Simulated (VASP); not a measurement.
# Mo (Im-3m) under biaxial strain in the (110) plane: normal strain, stress, strain energy and elastic moduli with r2SCAN

Calculated here is the response of a molybdenum crystal to equal strain along both directions of its (110) plane, from −2 % to +2 %, with the normal direction free to relax. This is the situation of a (110) film held by a substrate, and it decides how much stress and energy such a film stores.

Strains are measured from the crystal relaxed with r2SCAN, tension is positive, and energies are per atom above that crystal. The problem is to find the laws that link normal strain, stress and energy to the imposed strain, to extract the elastic moduli they contain, and to establish the strain at which constant moduli cease to describe the rows.

## Set-up

The start is an entry of the ASE's table of reference states database. The crystal was relaxed with r2SCAN. Equal strain is imposed in the (110) plane; the strain along the normal is adjusted until the normal stress vanishes, and the atoms are relaxed with r2SCAN. VASP 6.6.1, plane waves with PAW, cutoff 450 eV, no spin polarisation, no spin-orbit coupling, k mesh 26×26×26, static lattice. The same in all rows: band gap on the k mesh at r2SCAN: 0.000 eV.

Notes on method and selection:

- Runs that did not converge, have known faults or may not be shown are not listed, and runs on Ansatz's PAW sets soft_1 and soft_2 are kept to separate tables.

Columns:

- strain (%): strain in the plane (tension positive).
- normal strain (%): strain along the normal.
- stress (GPa): mean of the two normal stresses in the plane, tension positive.
- strain energy (meV/atom): energy per atom above the relaxed crystal.

## Computed values

```
member  strain (%)  normal strain (%)  stress (GPa)  strain energy (meV/atom)
−2 %    −2.0        1.765              −10.28        20.39
−1.5 %  −1.5        1.307              −7.59         11.49
−1 %    −1.0        0.856              −5.01         5.13
−0.5 %  −0.5        0.424              −2.47         1.27
0 %     0.0         0.005              −0.01         −0.09
+0.5 %  0.5         −0.416             2.32          0.95
+1 %    1.0         −0.846             4.50          4.26
+1.5 %  1.5         −1.282             6.53          9.65
+2 %    2.0         −1.721             8.42          16.95
```

Least-squares fits to the whole series, with x = strain (%); R² and errors in the fitted variable (y, or ln y where the fit is in ln y):

```
y                  members  fit                     R²    rms residual  leave-one-out rms  the same for the mean of the others
normal strain (%)  9        y = 0.01022 − 0.8652 x  1.00  0.013         0.018              1.3
stress (GPa)       9        y = −0.3989 + 4.699 x   1.00  0.34          0.48               6.8
```

## The trend and its physics

The crystal thins when stretched and thickens when compressed, by roughly 0.85 of the imposed strain. The stress follows the sign of the strain, and the energy rises on both sides, more steeply in compression.

Linear elasticity of a cubic crystal gives the simplest model. It assumes constant moduli, zero normal stress and a fixed volume V per atom. Let e be the strain in the plane, n the normal strain, B the bulk modulus and L the modulus for stretching along [110] with the sides held.

1. The deformation is a uniform strain e in all directions plus an extra strain n − e along the normal. The first part puts a stress 3Be on every face, the second adds L(n − e) on the normal face.

2. Zero normal stress requires 3Be + L(n − e) = 0. Hence n = −r e, with r = 3B/L − 1.

3. In a cubic crystal the three normal stresses add up to 3B times the volume strain, 3B(2e + n). One of the three is zero, so the mean of the two in the plane is s = M e, with M = (3/2) B (2 − r).

4. Both stresses in the plane do work, dU = 2V s de, so the strain energy is U = V M e².

The three parameters are r, M and V. The first two yield two moduli:

B = 2M / [3(2 − r)] and L = 3B / (1 + r).

In terms of the cubic constants, 3B = C₁₁ + 2C₁₂ and 2L = C₁₁ + C₁₂ + 2C₄₄. Two combinations do not fix three constants. The missing one could be had from the difference between the two stresses in the plane. The stress along the cube axis is larger in magnitude than that along the face diagonal, but only their mean is tabled.

## Fixing and testing the model

The parameters are fixed on the rows −1 % and +1 %, whose average cancels terms even in strain for n and s, and odd in strain for U. Energies are counted from the 0 % row, at −0.09 meV.

- r = (0.856 + 0.846) / 2 = 0.851
- M = (5.01 + 4.50) / 2 = 4.755 GPa per %, or 4.755 × 100 = 475.5 GPa
- V M = (5.13 + 4.26) / 2 + 0.09 = 4.785 meV per %²
- V = 4.785 / 4.755 = 1.006 meV per GPa and %, roughly 16 Å³ per atom

The moduli follow:

- B = 2 × 475.5 / (3 × (2 − 0.851)) = 276 GPa
- L = 3 × 276 / (1 + 0.851) = 447 GPa

Four other rows test the model. The energy estimates include the −0.09 meV, so that they compare directly with the table.

**−2 %**
- n = 0.851 × 2.0 = 1.702 %; table 1.765
- s = −4.755 × 2.0 = −9.51 GPa; table −10.28
- U = 4.785 × 4.0 − 0.09 = 19.05 meV; table 20.39

**−0.5 %**
- n = 0.851 × 0.5 = 0.426 %; table 0.424
- s = −4.755 × 0.5 = −2.38 GPa; table −2.47
- U = 4.785 × 0.5 × 0.5 − 0.09 = 1.11 meV; table 1.27

**+0.5 %**
- n = −0.426 %; table −0.416
- s = 2.38 GPa; table 2.32
- U = 1.11 meV; table 0.95

**+2 %**
- n = −1.702 %; table −1.721
- s = 9.51 GPa; table 8.42
- U = 19.05 meV; table 16.95

## Where the trend breaks

Largest departures from the fit to the whole series:

```
member  normal strain (%)  fit     computed − fit  in rms residuals
−2 %    1.765              1.741   +0.024          1.9
−1 %    0.856              0.875   −0.019          1.5
−0.5 %  0.424              0.443   −0.019          1.5
+1 %    −0.846             −0.855  +0.009          0.7
```

The linear stress is too high in every row away from zero strain: the computed value lies below it by 0.06 to 0.09 GPa at ±0.5 %, by 10.28 − 9.51 = 0.77 GPa at −2 % and by 9.51 − 8.42 = 1.09 GPa at +2 %. The assumption of constant moduli fails, because the lattice stiffens when compressed and softens when stretched. The ±1 % rows give a quadratic term with the coefficient (4.50 − 5.01) / 2 = −0.255 GPa per %². It changes the estimate at −2 % to −9.51 − 0.255 × 4.0 = −10.53 GPa and that at +2 % to 9.51 − 0.255 × 4.0 = 8.49 GPa, both close to the table. The intercept of −0.3989 GPa in the printed straight-line fit is this curvature, not a residual stress; the unstrained row has −0.01 GPa.

The energies show a second, numerical departure. Between the ±0.5 % rows their slope is (0.95 − 1.27) / 1.0 = −0.32 meV per %, which by step 4 would mean a mean stress in the plane of −0.32 / (2 × 1.006) = −0.16 GPa at zero strain, where the table has −0.01 GPa. Elastic softening accounts for only a small part of this slope. The likely cause of the rest is the finite plane-wave cutoff: a larger cell receives more plane waves, which lowers its energy slightly. The −0.09 meV of the unstrained row is a basis offset of the same kind, not a more stable crystal.

## Summary

A constant ratio of normal to imposed strain serves over the whole range, within about 4 %. Constant moduli give the stress within about 4 % at ±0.5 % strain and 6 % at ±1 %, but overshoot by 13 % at +2 %. If an error of 5 % in the stress is tolerated, they hold at ±0.5 % and fail from ±1 % on. The bulk modulus is the firmest result: the ±0.5 % and the ±2 % rows, treated in the same way, agree with 276 GPa to within 1 GPa. Averaging tension and compression removes the leading softening, and the small drifts that remain in M and in 2 − r nearly cancel in their ratio, which sets B.

The main omission is plastic flow. Dislocations let ordinary bulk metals of this kind yield at roughly 1 GPa or less, so the larger stresses in the table apply to a defect-free crystal or, at best, a very thin film.

[Logs are printed without paths, hosts, clocks, repeated set-up lines and the standing remarks that a program may print on its own settings, such as how far it seeks lower states.]
